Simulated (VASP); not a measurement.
VASP input:

File POSCAR:
```
MnSe
4.311010
  1.0000000000   0.0000000000   0.0000000000
  0.0000000000   1.0000000000   0.0000000000
  0.0000000000   0.0000000000   1.2600833679
Mn Se
2 2
direct
  0.5000000000   0.0000000000   0.2368000000
  0.0000000000   0.5000000000   0.7632000000
  0.0000000000   0.0000000000   0.0000000000
  0.5000000000   0.5000000000   0.0000000000
```

### INCAR
```
SYSTEM = MnSe
PREC = Accurate
ENCUT = 300
EDIFF = 1E-6
NELM = 100
ALGO = Normal
LREAL = .FALSE.
LASPH = .TRUE.
ISMEAR = -1
SIGMA = 0.1
LMAXMIX = 4
LWAVE = .FALSE.
LCHARG = .FALSE.
ISIF = 2
ISPIN = 2
MAGMOM = 4.0 4.0 0.0 0.0
LORBIT = 11
```

**KPOINTS**
```
Regular mesh
0
gamma
  3 3 3
```

POTCAR, in this order: Mn_pv Se (LDA.64 set). Program: vasp_std.

Task: Translate this LDA calculation to Ansatz.

Result: One equivalent input (not run):
Ansatz 0.2 input:
```yaml
crystal:
  lattice:
    - [4.3110100, 0.0000000, 0.0000000]
    - [0.0000000, 4.3110100, 0.0000000]
    - [0.0000000, 0.0000000, 5.4322320]
  atoms:
    - { symbol: Mn, position: [0.5000000, 0.0000000, 0.2368000], spin: 4 }
    - { symbol: Mn, position: [0.0000000, 0.5000000, 0.7632000], spin: 4 }
    - { symbol: Se, position: [0.0000000, 0.0000000, 0.0000000] }
    - { symbol: Se, position: [0.5000000, 0.5000000, 0.0000000] }
kpoints:
  mp_grid: { grid: [3, 3, 3] }
hamiltonian:
  xc: lda
  pseudopotentials: { kind: paw }
magnetization: { spin_polarized: true }
scf:
  occupations: { method: fermi_dirac, width: 0.1 }
  max_iter: 100
output: { forces: true, stress: true, eigenvalues: true }
```
The two are equivalent in intent, not identical: each code has its own PAW files, so the cut-off isn't converted (ENCUT is set for VASP's; basis.ecutwfc is left out, and Ansatz then takes the one that its files recommend); Ansatz stops its SCF on the density residual and VASP on the energy change (EDIFF); Ansatz's lda is the Perdew-Wang form, while the LDA potentials of VASP carry Perdew-Zunger's.

The structure was generated: MnSe was put into an ordered model structure, which need not be its known phase. The cell was not relaxed at this level. The k-mesh is coarse (spacing up to 0.49 per Å, 2π included), so the numbers may not be converged in it. The run is one of a series of settings (GGA removed, POTCAR Mn_pv Se (LDA.64 set) against the base run), some of them coarse on purpose.
